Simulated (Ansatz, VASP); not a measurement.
One calculation of Zn3P, two programs

Contents of INCAR:

```
SYSTEM = Zn3P
ALGO = Normal
EDIFF = 1E-7
ENCUT = 520
GGA = PE
ISIF = 2
ISMEAR = -1
LASPH = .True.
LCHARG = .False.
LREAL = .False.
LWAVE = .False.
NBANDS = 28
NELM = 60
PREC = Accurate
SIGMA = 0.05
```

The input KPOINTS:

```
k-points
0
Gamma
  7 7 7
  0 0 0
```

File POSCAR:

```
Zn3P
1.0
    4.0534891286      0.0000000000      0.0000000000
    0.0000000000      4.0534891286      0.0000000000
    0.0000000000      0.0000000000      4.0534891286
Zn P
3 1
Direct
    0.5000000000      0.5000000000      0.0000000000
    0.5000000000      0.0000000000      0.5000000000
    0.0000000000      0.5000000000      0.5000000000
    0.0000000000      0.0000000000      0.0000000000
```

input.yaml

```yaml
crystal:
  lattice:
    - [4.0534891286, 0.0, 0.0]
    - [0.0, 4.0534891286, 0.0]
    - [0.0, 0.0, 4.0534891286]
  atoms:
    - { symbol: Zn, position: [0.5, 0.5, 0.0] }
    - { symbol: Zn, position: [0.5, 0.0, 0.5] }
    - { symbol: Zn, position: [0.0, 0.5, 0.5] }
    - { symbol: P, position: [0.0, 0.0, 0.0] }
hamiltonian:
  xc: pbe
  pseudopotentials: { kind: paw }
kpoints:
  mp_grid: { grid: [7, 7, 7] }
scf:
  occupations: { method: fermi_dirac, width: 0.05 }
output:
  forces: true
  stress: true
  eigenvalues: true
```

Change from the starting cell: volume scaled by 1.06.

Alike in both runs: task single point; functional PBE; k mesh 7 × 7 × 7; occupations fermi-dirac, width 0.05 eV; no spin polarisation.

|  | VASP | Ansatz |
| --- | --- | --- |
| version | VASP 6.6.1 | Ansatz 0.2.0 |
| potentials or method | VASP PAW PBE potentials, release 64 (Zn, P) | Ansatz PAW |
| plane-wave cutoff (eV) | 520 | 420 |
| valence electrons in the cell | 41 | 41 |

Ansatz gave:

| Quantity | Value |
| --- | --- |
| gap on the k mesh at the Fermi level (eV) | none |
| pressure (GPa) | -4.6 |

Problem. Estimate VASP's values.

Solution. gap on the k mesh at the Fermi level (eV): none; pressure (GPa): -4.4.

A gap of «none» marks a metal or a gap that the smearing closes. With one functional, cell and mesh, what is left measures potentials, basis and numerics.
